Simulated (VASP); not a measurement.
```
CELL_PARAMETERS angstrom
      5.76380     0.00000     0.00000
      0.00000     5.76380     0.00000
      0.00000     0.00000     5.76380
ATOMIC_POSITIONS crystal
  Cs 0.00000 0.00000 0.00000
  Pb 0.50000 0.50000 0.50000
  Cl 0.50000 0.00000 0.50000
  Cl 0.00000 0.50000 0.50000
  Cl 0.50000 0.50000 0.00000
```

Level of theory: optB88-vdW, VASP's PBE PAW potentials (set 64) (plane waves; VASP 6.6.1). Settings: 520 eV cut-off, 4×4×4 Γ-centred mesh, Gaussian smearing of 0.050 eV, potentials Cs_sv Pb_d Cl.

Question: Give the stress tensor in GPa (positive for a compressed cell).

Answer: 
```
-1.25   0.00   0.00
 0.00  -1.25   0.00
 0.00   0.00  -1.25
```
The pressure is its mean diagonal, -1.25 GPa.

The compound is CsPbCl3 in the cubic perovskite structure, the ideal cubic form; the compound distorts at low or room temperature. This cell is one point of a volume scan, at 1.06 of the reference volume.
